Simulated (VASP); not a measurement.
Computed with SCAN meta-GGA, VASP's PBE PAW potentials (set 64) (plane waves; VASP).

Input for VASP

### KPOINTS
```
Automatic
0
Gamma
13 13 10
0 0 0
```

POSCAR:
```
FePt
1
    2.7498568082     0.0000000000     0.0000000000
    0.0000000000     2.7498568082     0.0000000000
    0.0000000000     0.0000000000     3.7795056498
Fe Pt
1 1
Direct
  0.0000000000   0.0000000000   0.0000000000
  0.5000000000   0.5000000000   0.5000000000
```

### INCAR
```
SYSTEM=FePt
PREC=Accurate; ENCUT=520; LREAL=.False.
LASPH=.True.
EDIFF=1E-7; NELM=100; ALGO=Normal
LMAXMIX=6; LMIXTAU=.True.
ISMEAR=1; SIGMA=0.1
METAGGA=SCAN
MAGMOM=3.2 0.3
ISPIN=2
IBRION=2; NSW=30; ISIF=4
EDIFFG=-0.01
LWAVE=.False.; LCHARG=.False.; LORBIT=10
```

POTCAR, in this order: Fe Pt (PBE.64 set). Program: vasp_std.

Unless said otherwise, spin-orbit coupling is left out, though it shifts the bands of the heavy elements here.

### Question
Estimate the energy per atom (σ→0), cell moment, band gap (on the k-mesh).

### Answer

```
Item                                                         Value
------------------------  ----------------------------------------
energy per atom (σ→0)                              -44.615 eV/atom
cell moment                                                3.57 μB
band gap (on the k-mesh)  none (metal, semimetal or under 0.01 eV)
```

### OSZICAR
```
...
DAV:   4    -0.892290150177E+02    0.18944E-04   -0.19771E-04 12256   0.192E-01    0.186E-02
DAV:   5    -0.892289980386E+02    0.16979E-04   -0.23363E-05 11961   0.555E-02    0.805E-03
DAV:   6    -0.892289989009E+02   -0.86231E-06   -0.47236E-06 11623   0.289E-02    0.575E-03
DAV:   7    -0.892289947158E+02    0.41851E-05   -0.20676E-06 11215   0.193E-02    0.175E-03
DAV:   8    -0.892289955521E+02   -0.83630E-06   -0.77332E-07  9139   0.862E-03    0.100E-03
DAV:   9    -0.892289943138E+02    0.12382E-05   -0.49925E-07  7798   0.639E-03    0.661E-04
DAV:  10    -0.892289944052E+02   -0.91392E-07   -0.10407E-07  7747   0.281E-03
   2 F= -.89228994E+02 E0= -.89229046E+02  d E =-.991584E-04  mag=     3.5745
```

The compound is FePt in the L1_0 structure. This cell is one point of a volume scan, at 1.06 of the reference volume. Symmetry was kept, so distortions that lower it aren't found.
